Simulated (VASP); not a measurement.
Input:

```xyz
2
Lattice="0.0000 2.7275 2.7275 2.7275 0.0000 2.7275 2.7275 2.7275 0.0000" Properties=species:S:1:pos:R:3 pbc="T T T"
K      0.0000     0.0000     0.0000
F      2.7275     2.7275     2.7275
```

The numbers are results of vdW-DF-cx, VASP's PBE PAW potentials (set 64) (plane waves; VASP 6.6.1), not measurements. Numerical set-up: 520 eV cut-off, 9×9×9 Γ-centred mesh, Gaussian smearing of 0.050 eV, potentials K_sv F.

**Question.** Give the stress tensor in GPa (positive for a compressed cell).

**Answer.** 
```
-1.46   0.00   0.00
 0.00  -1.46   0.00
 0.00   0.00  -1.46
```
The pressure is its mean diagonal, -1.46 GPa.

The compound is KF in the rock salt structure. This cell is one point of a volume scan, at 1.06 of the reference volume.
